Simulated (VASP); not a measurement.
Gd (relaxed from the fcc structure, space group Fm-3m): computed properties

These are r2SCAN meta-GGA, VASP's PBE PAW potentials (set 64) (plane waves; VASP 6.6.1) values and carry that method's errors.

| Property | Value |
|---|---|
| space group | Fm-3m (225) |
| cell | a = b = c = 5.0696 Å, α = β = γ = 90.00° |
| volume per atom | 32.57 Å^3/atom |
| band gap (over mesh and band path) | none (metal, semimetal or under 0.01 eV) |
| density | 8.02 g/cm³ |

```cif
data_Gd4
_chemical_formula_sum 'Gd4'
_space_group_name_H-M_alt 'Fm-3m'
_space_group_IT_number 225
_space_group_name_Hall '-F 4 2 3'
_cell_length_a 5.06961
_cell_length_b 5.06961
_cell_length_c 5.06961
_cell_angle_alpha 90.000
_cell_angle_beta 90.000
_cell_angle_gamma 90.000
loop_
_atom_site_label
_atom_site_type_symbol
_atom_site_symmetry_multiplicity
_atom_site_Wyckoff_symbol
_atom_site_fract_x
_atom_site_fract_y
_atom_site_fract_z
_atom_site_occupancy
Gd1 Gd 4 a 0.00000 0.00000 0.00000 1
```
(The calculation used a cell of 1 atom; values per cell refer to that cell.)

The 4f electrons are frozen in the core of the lanthanide potential, so 4f levels, which can set the real gap, and their magnetism are missing.

The structure was generated: Gd was put into the fcc type (Fm-3m), which need not be its known phase. It was relaxed first. Symmetry was kept, so distortions that lower it aren't found.
